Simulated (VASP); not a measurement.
# C₂H₅Br: harmonic vibrations of a molecule

C₂H₅Br, molecule in box, 8 atoms in the cell. PBE, harmonic vibrations; PAW potentials C, Br, H (PBE set).

## Input

INCAR.step1:
```
ALGO     = Normal         # electronic algorithm
EDIFF    = 1E-8           # SCF threshold, eV
EDIFFG   = -0.002         # ionic threshold
ENCUT    = 400            # plane-wave cutoff, eV
IBRION   = 2              # ionic algorithm
ISIF     = 2              # what is computed and relaxed
ISMEAR   = 0              # smearing method
ISYM     = 0            
LASPH    = True           # aspherical terms in the spheres
LCHARG   = False          # write CHGCAR
LREAL    = False          # projectors in reciprocal space
LWAVE    = False          # write WAVECAR
NELM     = 100            # most SCF steps
NSW      = 60             # ionic steps
POTIM    = 0.5            # step
PREC     = Accurate       # precision mode
SIGMA    = 0.01           # smearing width, eV
```

INCAR.step2, as INCAR.step1 but for:
```
- EDIFFG = -0.002
- IBRION = 2
- ISIF = 2
- NSW = 60
- POTIM = 0.5
+ IBRION = 5
+ NFREE = 2
+ NSW = 1
+ POTIM = 0.015
```

KPOINTS:
```
k-points
0
Gamma
  1 1 1
```

POSCAR.step1:
```
H5C2Br
1.0
   13.0000000000      0.0000000000      0.0000000000
    0.0000000000     12.0000000000      0.0000000000
    0.0000000000      0.0000000000     12.0000000000
C Br H
2 1 5
Direct
    0.4453653800      0.5530500000      0.4791458300
    0.4970653800      0.4506083300      0.5250875000
    0.6317961500      0.4852583300      0.5875791700
    0.3702038500      0.5302416700      0.4449375000
    0.4909038500      0.5905750000      0.4126541700
    0.4335423100      0.6154833300      0.5439625000
    0.5113576900      0.3880166700      0.4613375000
    0.4538423100      0.4129916700      0.5930125000
```

Commands (each step's output is kept before the next begins):
```
cat potpaw_PBE.64/C/POTCAR potpaw_PBE.64/Br/POTCAR potpaw_PBE.64/H/POTCAR > POTCAR
cp INCAR.step1 INCAR
cp POSCAR.step1 POSCAR
mpirun -np 4 vasp_gam > vasp.out
cp CONTCAR POSCAR
cp INCAR.step2 INCAR
mpirun -np 4 vasp_gam > vasp.out
```

## Result

- Vibrations (cm⁻¹; a negative value is imaginary): 3091, 3057, 3042, 3024, 2970, 1449, 1434, 1431, 1359, 1222, 1220, 1054, 993, 948, 750, 549, 274, 246
- Zero-point energy (eV): 1.743
- Translations and rotations, which should read zero (cm⁻¹): -30, -14, -12, 0, 2, 4
- Vibrational entropy at 298 K (meV/K): 0.198
- Displaced cells: 48
- Ionic steps, all stages: 77
- Electronic steps, all stages: 1213

VASP 6.6.1 took 2311 s on 4 cores (Intel Xeon Platinum 8259CL @ 2.50GHz (Skylake/Cascade Lake)), a shared host.
